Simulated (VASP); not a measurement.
Output of a VASP run:

### OSZICAR
```
       N       E                     dE             d eps       ncg     rms          rms(c)
DAV:   1     0.561237307995E+02    0.56124E+02   -0.78618E+03  4478   0.138E+03
DAV:   2    -0.304794766982E+02   -0.86603E+02   -0.81285E+02  4591   0.253E+02
DAV:   3    -0.344751834180E+02   -0.39957E+01   -0.39079E+01  5767   0.624E+01
DAV:   4    -0.345471616311E+02   -0.71978E-01   -0.71895E-01  5242   0.785E+00
DAV:   5    -0.345491061860E+02   -0.19446E-02   -0.19443E-02  5838   0.139E+00    0.164E+01
DAV:   6    -0.362033720852E+02   -0.16543E+01   -0.50011E+01  4766   0.180E+02    0.237E+01
DAV:   7    -0.306125663309E+02    0.55908E+01   -0.13398E+01  5339   0.109E+02    0.473E+00
DAV:   8    -0.305682784758E+02    0.44288E-01   -0.21604E+00  6446   0.279E+01    0.357E+00
DAV:   9    -0.305124420969E+02    0.55836E-01   -0.22966E-01  5591   0.108E+01    0.555E-01
DAV:  10    -0.305314266133E+02   -0.18985E-01   -0.29410E-02  5939   0.309E+00    0.476E-01
DAV:  11    -0.305266752927E+02    0.47513E-02   -0.45019E-02  5511   0.552E+00    0.707E-01
DAV:  12    -0.305300290414E+02   -0.33537E-02   -0.24217E-02  5256   0.406E+00    0.588E-02
DAV:  13    -0.305301006369E+02   -0.71596E-04   -0.63050E-04  5206   0.483E-01    0.233E-02
DAV:  14    -0.305300923702E+02    0.82667E-05   -0.23123E-05  6710   0.616E-02    0.150E-02
DAV:  15    -0.305301075589E+02   -0.15189E-04   -0.84402E-06  5561   0.614E-02    0.169E-02
DAV:  16    -0.305300838261E+02    0.23733E-04   -0.12226E-05  5355   0.663E-02    0.332E-03
DAV:  17    -0.305300854827E+02   -0.16566E-05   -0.32571E-07  5428   0.537E-03    0.306E-03
DAV:  18    -0.305300856755E+02   -0.19281E-06   -0.36949E-09  2958   0.737E-04    0.325E-03
DAV:  19    -0.305300865832E+02   -0.90774E-06   -0.17812E-07  3673   0.767E-03    0.969E-04
DAV:  20    -0.305300861455E+02    0.43772E-06   -0.18140E-08  2788   0.175E-03    0.684E-04
DAV:  21    -0.305300864211E+02   -0.27561E-06   -0.18749E-09  2693   0.506E-04    0.645E-04
DAV:  22    -0.305300864746E+02   -0.53551E-07   -0.10212E-09  2638   0.623E-04
   1 F= -.30530086E+02 E0= -.30529530E+02  d E =-.167084E-02
```

### OUTCAR
```
------------------------ aborting loop because EDIFF is reached ----------------------------------------
  FORCE on cell =-STRESS in cart. coord.  units (eV):
  Direction    XX          YY          ZZ          XY          YZ          ZX
  --------------------------------------------------------------------------------------
  Total        0.0828463      0.0774423      0.0774423      0.0000000     -0.1794825      0.0000000
  in kB        3.4008994      3.1790621      3.1790621      0.0000000     -7.3678828      0.0000000
  external PRESSURE =       3.2530079 kB  Pullay stress =       0.0000000 kB
  volume of cell :       39.03
      direct lattice vectors                 reciprocal lattice vectors
     0.000000000  2.692278686  2.692278686    -0.185716287  0.185716287  0.185716287
     2.692278686  0.000000000  2.692278686     0.185716287 -0.185716287  0.185716287
     2.692278686  2.692278686  0.000000000     0.185716287  0.185716287 -0.185716287
 POSITION                                       TOTAL-FORCE (eV/Angst)
 -----------------------------------------------------------------------------------
      1.37114      1.34614      1.34614        -0.213210      0.000000      0.000000
      4.03842      4.03842      4.03842         0.079560      0.000000      0.000000
      0.00000      0.00000      0.00000         0.133650      0.000000      0.000000
 -----------------------------------------------------------------------------------
    total drift:                                0.000086      0.000005      0.000005
  FREE ENERGIE OF THE ION-ELECTRON SYSTEM (eV)
  ---------------------------------------------------
  free  energy   TOTEN  =       -30.5300864746 eV

  energy  without entropy=      -30.5284156335  energy(sigma->0) =      -30.52952953
```
(Selected blocks of OUTCAR.)

### POSCAR
```
NiSi2
1
   -0.0000000000     2.6922786862     2.6922786862
    2.6922786862     0.0000000000     2.6922786862
    2.6922786862     2.6922786862    -0.0000000000
Si Ni
2 1
Direct
  0.2453570928   0.2546429072   0.2546429072
  0.7500000000   0.7500000000   0.7500000000
  0.0000000000   0.0000000000   0.0000000000
```

Task: Write an INCAR and KPOINTS that could have produced this output.

Result: One answer among several that fit: the input of the run itself, r2SCAN meta-GGA, plane waves, VASP's PBE PAW potentials (set 64).

### INCAR
```
# general
SYSTEM  = NiSi2
PREC    = Accurate
ENCUT   = 480
LREAL   = F   # projection in real space or not
LASPH   = T   # aspherical one-centre terms

# electronic loop
EDIFF   = 1E-7
NELM    = 100   # most electronic steps
ALGO    = Normal
LMAXMIX = 4   # l cut-off of mixed one-centre charges
LMIXTAU = T

# smearing
ISMEAR  = 1   # Methfessel-Paxton
SIGMA   = 0.1

# functional
METAGGA = R2SCAN

# ions
ISIF    = 2

# output
LWAVE   = F
LCHARG  = F
```

File KPOINTS:
```
Regular mesh
0
gamma
10 10 10
0 0 0
```

POTCAR, in this order: Si Ni (PBE.64 set). Program: vasp_std.

The compound is NiSi2 in the fluorite structure. This cell was strained or had an atom moved on purpose. The run is not spin-polarised, so no magnetic state was tried.
